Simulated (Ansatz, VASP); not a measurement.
# Cross-check of ScGa3 between VASP and Ansatz

One calculation is typed for both programs; each brings its own data sets and cutoff. How far apart do they land? The cell is taken from a series of VASP runs on this material, whose earlier steps may have relaxed, scaled or displaced it; both programs get it as it stands.

Program: Ansatz 0.2.0. Level of theory: plane waves, with VASP 6.6.1 beside it; single point at LDA. Results are calculated unless marked as measured.

**1. Set-up**

It takes space group Pm-3m (No. 221, cubic). Conventional cell: a = 3.992 Å, b = 3.992 Å, c = 3.992 Å, α = 90.00°, β = 90.00°, γ = 90.00°. Nearest to Sc lie 12 Ga at 2.82 Å. Nearest to Ga lie 4 Sc at 2.82 Å and 8 Ga at 2.82 Å. Farther neighbours are not listed.

As a file:

```xyz
4
Lattice="3.9919 0.0000 0.0000 0.0000 3.9919 0.0000 0.0000 0.0000 3.9919" Properties=species:S:1:pos:R:3 pbc="T T T"
Sc    0.0000    0.0000    0.0000
Ga    0.0000    1.9959    1.9959
Ga    1.9959    0.0000    1.9959
Ga    1.9959    1.9959    0.0000
```

**2. VASP: single point, LDA**

With cell and atoms fixed, the geometry can't cause a difference; cores, projectors, grids and the points listed under the comparison can.

Lines of VASP's logs that name or quote its potential files are left out, and so is its time.

File INCAR:

```
SYSTEM = ScGa3
PREC = Accurate
ENCUT = 400
EDIFF = 1E-06
NELM = 100
ISMEAR = 1
SIGMA = 0.2
LREAL = .FALSE.
ALGO = Normal
GGA = CA
NBANDS = 57
LASPH = .TRUE.
LORBIT = 11
LWAVE = .FALSE.
LCHARG = .FALSE.
KPAR = 4
LOPTICS = .TRUE.
NEDOS = 1500
CSHIFT = 0.1
```

File POSCAR:

```
ScGa3
1.0
    3.9918721828      0.0000000000      0.0000000000
    0.0000000000      3.9918721828      0.0000000000
    0.0000000000      0.0000000000      3.9918721828
Sc Ga
1 3
Direct
    0.0000000000      0.0000000000      0.0000000000
    0.0000000000      0.5000000000      0.5000000000
    0.5000000000      0.0000000000      0.5000000000
    0.5000000000      0.5000000000      0.0000000000
```

File KPOINTS:

```
Automatic mesh
0
Gamma
10 10 10
0 0 0
```

The projector-augmented-wave data sets are Sc_sv and Ga_d (LDA family, release 64).

Command:

```console
$ mpirun -np 4 vasp_std
```

Numbers of over 12 decimals in the logs are rounded to 6 here.

Output:

```text
[banner, memory and clock lines left out]
running    4 mpi-ranks, on    1 nodes
 distrk:  each k-point on    1 cores,    4 groups
 distr:  one band on    1 cores,    1 groups

 POSCAR found type information on POSCAR ScGa
 POSCAR found :  2 types and       4 ions
 LDA part: xc-table for (Slater(with rela. corr.)+CA(PZ))
 , standard interpolation
 POSCAR, INCAR and KPOINTS ok, starting setup
 FFT: planning ... GRIDC
 FFT: planning ... GRID_SOFT
 FFT: planning ... GRID
 WAVECAR not read
 entering main loop
       N       E                     dE             d eps       ncg     rms          rms(c)
DAV:   1     0.409586971450E+03    0.40959E+03   -0.14636E+04  7946   0.135E+03
DAV:   2     0.376095764297E+02   -0.37198E+03   -0.33820E+03  6384   0.387E+02
DAV:   3    -0.189361989335E+02   -0.56546E+02   -0.55252E+02  7154   0.111E+02
DAV:   4    -0.208320754966E+02   -0.18959E+01   -0.18908E+01  8266   0.239E+01
DAV:   5    -0.208712039839E+02   -0.39128E-01   -0.39122E-01  8087   0.334E+00    0.930E+00
DAV:   6    -0.199376391612E+02    0.93356E+00   -0.92525E-01  8736   0.860E+00    0.322E+00
DAV:   7    -0.198536585069E+02    0.83981E-01   -0.67320E-02  9254   0.215E+00    0.176E+00
DAV:   8    -0.198281112987E+02    0.25547E-01   -0.26361E-02  9463   0.894E-01    0.241E-01
DAV:   9    -0.198269574192E+02    0.11539E-02   -0.52753E-03  8663   0.570E-01    0.816E-02
DAV:  10    -0.198269635719E+02   -0.61527E-05   -0.73259E-04  9078   0.192E-01    0.749E-02
DAV:  11    -0.198268401214E+02    0.12345E-03   -0.20649E-04  8632   0.105E-01    0.715E-03
DAV:  12    -0.198268394827E+02    0.63879E-06   -0.88887E-06  9664   0.190E-02
   1 F= -.19826839E+02 E0= -.19826491E+02  d E =-.104484E-02
 optical routines
 imaginary and real dielectric function
 recalculating local potential from charge density
 direction            1
 direction            2
 direction            3
```

From OUTCAR (step 2):

```text
ion  position               nearest neighbor table
   1  0.000  0.000  0.000-   2 2.82   3 2.82   4 2.82   2 2.82   3 2.82   2 2.82   4 2.82   2 2.82
                             3 2.82   4 2.82   3 2.82   4 2.82
   2  0.000  0.500  0.500-   1 2.82   3 2.82   4 2.82   1 2.82   4 2.82   1 2.82   3 2.82   1 2.82
                             3 2.82   4 2.82   4 2.82   3 2.82
   3  0.500  0.000  0.500-   1 2.82   2 2.82   4 2.82   1 2.82   4 2.82   2 2.82   4 2.82   4 2.82
                             1 2.82   2 2.82   1 2.82   2 2.82
   4  0.500  0.500  0.000-   1 2.82   2 2.82   3 2.82   2 2.82   3 2.82   1 2.82   3 2.82   3 2.82
                             1 2.82   2 2.82   2 2.82   1 2.82

  LATTYP: Found a simple cubic cell.
 ALAT       =     3.9918721828

 Subroutine GETGRP returns: Found 48 space group operations
 (whereof 48 operations were pure point group operations)

The static configuration has the point symmetry O_h .

 Found     56 irreducible k-points:

   k-points           NKPTS =     56   k-points in BZ     NKDIM =     56   number of bands    NBANDS=     57

   dimension x,y,z NGX =    28 NGY =   28 NGZ =   28
   dimension x,y,z NGXF=    56 NGYF=   56 NGZF=   56

   ENCUT  =  400.0 eV  29.40 Ry    5.42 a.u.   6.51  6.51  6.51*2*pi/ulx,y,z

   NELECT =      50.0000    total number of electrons

 k-points in reciprocal lattice and weights: Automatic mesh
   0.00000000  0.00000000  0.00000000       0.001
   0.10000000  0.00000000  0.00000000       0.006
   0.20000000  0.00000000  0.00000000       0.006
   0.30000000  0.00000000  0.00000000       0.006
   0.40000000  0.00000000  0.00000000       0.006
   0.50000000  0.00000000  0.00000000       0.003
   0.10000000  0.10000000  0.00000000       0.012
   0.20000000  0.10000000  0.00000000       0.024
   0.30000000  0.10000000  0.00000000       0.024
[...]
0.50000000  0.50000000  0.40000000       0.006
   0.50000000  0.50000000  0.50000000       0.001

 average (electrostatic) potential at core
       1 -43.3934       2 -64.5427       3 -64.5427       4 -64.5427

 E-fermi :   6.9895

 k-point     1 :       0.0000    0.0000    0.0000
  band No.  band energies     occupation
    ...
     21       3.7064      2.00000
     22       3.7064      2.00000
     23       4.8521      2.00000
     24       4.8521      2.00000
     25       4.8521      2.00000
     26       8.7684     -0.00000
     27       8.7684     -0.00000
     28       8.7684     -0.00000
     29      10.2156     -0.00000
     30      10.8340     -0.00000
    ...

 k-point     2 :       0.1000    0.0000    0.0000
  band No.  band energies     occupation
    ...
     21       2.8411      2.00000
     22       3.7860      2.00000
     23       4.8812      2.00000
     24       4.8812      2.00000
     25       5.5511      2.00000
     26       8.6792     -0.00000
     27       8.6792     -0.00000
     28       8.7786     -0.00000
     29      10.0620     -0.00000
     30      10.4784     -0.00000
    ...

 k-point     3 :       0.2000    0.0000    0.0000
  band No.  band energies     occupation
    ...
     21       1.5463      2.00000
     22       4.0258      2.00000
     23       4.9533      2.00000
     24       4.9533      2.00000
     25       6.4514      2.00095
     26       8.5165     -0.00000
     27       8.5165     -0.00000
     28       8.8055     -0.00000
     29       8.8680     -0.00000
     30      10.6550     -0.00000
    ...

  Total        0.1056569      0.1056569      0.1056569      0.0000000     -0.0000000      0.0000000
  in kB        2.6612076      2.6612076      2.6612076      0.0000000     -0.0000000      0.0000000
  external PRESSURE =       2.6612076 kB  Pullay stress =       0.0000000 kB

  energy-cutoff  :      400.00
  volume of cell :       63.61
      direct lattice vectors                 reciprocal lattice vectors
     3.991872183  0.000000000  0.000000000     0.250509023  0.000000000  0.000000000
     0.000000000  3.991872183  0.000000000     0.000000000  0.250509023  0.000000000
     0.000000000  0.000000000  3.991872183     0.000000000  0.000000000  0.250509023

 POSITION                                       TOTAL-FORCE (eV/Angst)
 -----------------------------------------------------------------------------------
      0.00000      0.00000      0.00000         0.000000      0.000000      0.000000
      0.00000      1.99594      1.99594         0.000000      0.000000      0.000000
      1.99594      0.00000      1.99594         0.000000      0.000000      0.000000
      1.99594      1.99594      0.00000         0.000000      0.000000      0.000000
 -----------------------------------------------------------------------------------
    total drift:                                0.000000      0.000000      0.000000

  FREE ENERGIE OF THE ION-ELECTRON SYSTEM (eV)
  ---------------------------------------------------
  free  energy   TOTEN  =       -19.8268394827 eV

  energy  without entropy=      -19.8257946400  energy(sigma->0) =      -19.82649120

 plasma frequency squared (from intraband transitions) (eV^2)
  --------------------------------------------------------------------------------------
      48.599       0.000       0.000
       0.000      48.599      -0.000
       0.000      -0.000      48.599

 total charge
# of ion       s       p       d       tot
------------------------------------------
    1        2.182   6.146   1.333   9.661
    2        0.955   0.799   9.972  11.726
    3        0.955   0.799   9.972  11.726
    4        0.955   0.799   9.972  11.726
--------------------------------------------------
tot          5.047   8.544  31.249  44.840

[... 3 further parts left out ...]
```

The intraband (Drude) part is not in this spectrum.

**3. Ansatz: single point, LDA**

Ansatz runs on its default PAW (the set named soft_2) files.

The same cell, functional (in two slightly different forms), mesh and smearing now go to Ansatz, which takes its cutoff from its data sets.

File input.yaml:

```yaml
crystal:
  lattice:
    - [3.9918721828, 0.0, 0.0]
    - [0.0, 3.9918721828, 0.0]
    - [0.0, 0.0, 3.9918721828]
  atoms:
    - { symbol: Sc, position: [0.0, 0.0, 0.0] }
    - { symbol: Ga, position: [0.0, 0.5, 0.5] }
    - { symbol: Ga, position: [0.5, 0.0, 0.5] }
    - { symbol: Ga, position: [0.5, 0.5, 0.0] }
hamiltonian:
  xc: lda
  pseudopotentials: { kind: paw }
kpoints:
  mp_grid: { grid: [10, 10, 10] }
scf:
  occupations: { method: methfessel_paxton, width: 0.2 }
  n_extra_bands: 5
output:
  forces: true
  stress: true
  eigenvalues: true
```

Command:

```console
$ ansatz run input.yaml --threads 2 --pin off --max-ram 4608MiB --backend cpu --events-out ev --progress --plain --runs-dir out
```

Output:

```text
scf.n_extra_bands = 5 over 25 filled bands (N_el = 50.0): the run solves 30 bands
Engine: ansatz 0.2.0, aarch64-unknown-linux-gnu
Pseudopotentials: kind: paw
Pseudopotential: Sc, paw, valence charge 11, recommended cutoff 420 eV (normal), Sc.paw.azcp
Pseudopotential: Ga, paw, valence charge 13, recommended cutoff 420 eV (normal), Ga.paw.azcp
Functional definition: SPW92
  exchange = slater_x
  correlation = pw_c
Crystal: 4 atoms, lattice volume = 63.611 Å³
Basis set: ecut = 420 eV, 1237 PW (Γ)
Bands: 30, of which v1, the nominal top of the filled ones, is band 25 counted from 1 (24 counted from 0)
Symmetry: 48 space group operations
Space group: Pm-3m (ITA 221), of the structure as read, at distance tolerance 4.0e-5 Å
k-points: 56 of 1000
Non-local potential: Sc, projectors of the file, l = 0: 3, l = 1: 2, l = 2: 3, l = 3: 1
Non-local potential: Ga, projectors of the file, l = 0: 2, l = 1: 2, l = 2: 3, l = 3: 1
PAW form: soft (Blöchl's): semilocal exchange-correlation on the pseudo side does not see the compensation charge
PAW frozen core: Sc, regenerated for the run's functional, and the local potential with it (the file was generated under x = pbe(κ = 0.804, μ = 0.219515), c = pbe(β = 0.066725))
PAW frozen core: Ga, regenerated for the run's functional, and the local potential with it (the file was generated under x = pbe(κ = 0.804, μ = 0.219515), c = pbe(β = 0.066725))
PAW one-centre angular grid: Sc, 590 points (default); XC on 64 Gauss nodes
PAW one-centre angular grid: Ga, 590 points (default); XC on 64 Gauss nodes
Initial density: superposition of atomic densities (neutral atoms: chi_scale 0, normalization atom), corrected by the library's trained network
Initial wavefunctions: pseudopotential atomic-orbital guess
Functional: x = slater, c = lda
SCF iter   1: F=—  HF=-13212.251239 eV  |F-HF|=—  |Δ(HF+E_count)|=         —  Δρ=6.36e-3  dr2=1.88e-2  ethr=1.77e-3  ⟨swp⟩=5.1  Hψ=5810  notcnv=0
preconditioner: auto → Kerker (q_TF=auto, 2.621 Å⁻¹)  [metal: Δε(μ)=0.053 eV  Ē_g=16.151 eV  σ=0.200 eV  W_gap=0.22  n_scr=18 (ndim 8)  ℏωp=32.3 eV  f_vac=0.000  D(μ)=1.50/eV (n_scr^D=6)]
SCF iter   2: F=—  HF=-13212.247819 eV  |F-HF|=—  |Δ(HF+E_count)|=   3.42e-3  S|Δr|=    0.00e0  Δρ=3.36e-3  dr2=7.83e-3  ethr=3.75e-5  ⟨swp⟩=2.1  Hψ=3284  notcnv=0
SCF iter   3: F=—  HF=-13212.246256 eV  |F-HF|=—  |Δ(HF+E_count)|=   1.56e-3  S|Δr|=    0.00e0  Δρ=1.68e-3  dr2=2.00e-3  ethr=1.57e-5  ⟨swp⟩=2.0  Hψ=2720  notcnv=0
SCF iter   4: F=—  HF=-13212.245402 eV  |F-HF|=—  |Δ(HF+E_count)|=   8.54e-4  S|Δr|=    0.00e0  Δρ=3.80e-4  dr2=7.81e-5  ethr=4.01e-6  ⟨swp⟩=2.0  Hψ=2843  notcnv=0
SCF iter   5: F=—  HF=-13212.245386 eV  |F-HF|=—  |Δ(HF+E_count)|=   1.60e-5  S|Δr|=    0.00e0  Δρ=1.21e-4  dr2=1.04e-5  ethr=1.56e-7  ⟨swp⟩=2.0  Hψ=2000  notcnv=0
SCF iter   6: F=—  HF=-13212.245384 eV  |F-HF|=—  |Δ(HF+E_count)|=   1.94e-6  S|Δr|=    0.00e0  Δρ=3.36e-5  dr2=6.23e-7  ethr=2.08e-8  ⟨swp⟩=2.0  Hψ=2001  notcnv=0
SCF iter   7: F=-13212.245384 eV  HF=-13212.245384 eV  |F-HF|=4.79e-9  |Δ(HF+E_count)|=   6.82e-8  S|Δr|=    0.00e0  Δρ=4.33e-6  dr2=7.81e-9  ethr=2.00e-10  ⟨swp⟩=5.6  Hψ=6630  notcnv=0
SCF 1 converged in 7 iterations: F = -13212.245384 eV  dr2 = 7.81e-9
  greatest PAW one-centre occupation: 0.998 electrons in one spin orbital (limit 2), on the Sc atom at site 0 (counted from 0), in its partial waves of l = 0
SCF converged after 7 iterations
Stability not checked: this state was not tested for a lower state beside it, because cold or Methfessel-Paxton smearing, or corrected tetrahedra, fill the levels in a way that the test cannot read (fill_not_monotonic; see scf.lower_state_search)
Free energy (F): -13212.245384 eV
Harris-Foulkes:  -13212.245384 eV  (|F-HF|=4.79e-9)
Internal energy: -13212.244395 eV  (E = F + TS)
E sigma→0 (E₀):  -13212.245137 eV
Entropy (-TS):   -0.000989 eV (-0.247 meV/atom)
Fermi energy:    12.746787 eV
--- Per-component energies (eV) ---
  E_band       = -131.475527
  E_kinetic    = 617.601914
  E_local      = -5665.788665  (includes V_loc(G=0)·N_el)
  E_nonlocal   = 1360.808794
  E_hartree    = 2607.598446
  E_xc         = -315.845002
  E_vxc        = -312.247694  (∫ρ·V_xc dr)
  E_paw        = -6641.564955  (= ΣΔE_a)
  E_vpaw       = -1347.047969  (= ΣTr[D̂ρ^β])
  E_aug_tail   = -0.000322  (compensation charges beyond the density's cutoff)
  E_ewald      = -5180.544967
  E_core_change = 5.490362  (= ΣΔE_core)
  E_smearing   = -0.000989  (= −TS)
  E_closure    = 0.000000  (closes the sum)
  Σ components = -13212.245384   (vs F -13212.245384, Δ=0.00e0)
--- Forces (eV/Å), atoms counted from 1 ---
  atom   1  Sc     0.00000000    -0.00000000     0.00000000
  atom   2  Ga     0.00000000    -0.00000000     0.00000000
  atom   3  Ga     0.00000000    -0.00000000    -0.00000000
  atom   4  Ga     0.00000000     0.00000000     0.00000000
  max |Σ_I F_I| component: 3.51e-29 eV/Å
--- Stress (GPa, compression-positive) ---
        0.436007       0.000000       0.000000
        0.000000       0.436007       0.000000
        0.000000       0.000000       0.436007
  P = ⅓ Tr σ = 0.4360 GPa (4.360 kbar)
--- Band table (eV; the first three rows and the last of 56) ---
  k-point 0: bands = [... 21 lower, 9.4586, 10.6102, 10.6102, 10.6102, 14.5294, 14.5294, 14.5294, 15.9770, ... 1 higher]
  k-point 1: bands = [... 21 lower, 9.5381, 10.6398, 10.6398, 11.3092, 14.4396, 14.4396, 14.5395, 15.8065, ... 1 higher]
  k-point 2: bands = [... 21 lower, 9.7777, 10.7132, 10.7132, 12.2101, 14.2757, 14.2757, 14.5662, 14.6120, ... 1 higher]
  k-point 55: bands = [... 21 lower, 6.8485, 7.8149, 9.5095, 9.5095, 9.5095, 15.3821, 15.3821, 15.3873, ... 1 higher]
```

The job ended after 3.1 s (2 threads of Arm Neoverse V2, shared host; peak memory 0.38 GiB).

Reading the cycles: dr2 is the Hartree energy of the density residual (eV), the measure of convergence; HF is the Harris–Foulkes estimate of the energy, which meets the free energy F at convergence.

The run ends at a pressure of 0.44 GPa.

**4. Side by side**

Known differences besides the potentials themselves: the two LDA forms differ slightly; the cutoff is 420 eV in Ansatz and 400 eV in VASP; VASP's log shows a relativistic correction to its local exchange, Ansatz's none. Total energies have different zeros and are not compared.

Compared:

```tsv
quantity	Ansatz	VASP	difference
pressure (GPa)	0.44	0.27	+0.17
```

**5. Further runs**

Further runs change the set-up of one program: Ansatz's method, potentials or start, or VASP's data sets, cutoff or form of LDA. The table gives Ansatz less VASP for each quantity, since a change that brings one quantity closer may part another.

```tsv
run	pressure (GPa)
as above	0.17
Ansatz's all-electron LAPW method	0.21
```

**6. Outcome**

```yaml
difference_in_pressure_single_point_lda: 0.17 GPa
```

The difference in pressure is 0.17 GPa (single point, LDA), within the 1 GPa picked in this series as the mark of a large difference. For single point, LDA, no further run moves any of the tabulated differences by more than a quarter of its size. Such differences can come from data sets, numerical settings and the points named under the comparisons, not from the functional's error against experiment.

[Lines on the potential files, build, host, timing and source positions are cut from VASP's logs without a mark.]

[Logs are printed without paths, hosts, clocks, repeated set-up lines and the standing remarks that a program may print on its own settings, such as how far it seeks lower states.]

[Hosts, paths, dates, database ids (printed as entryN), source tags and the programs' standing remarks are cut or masked in the printed files.]
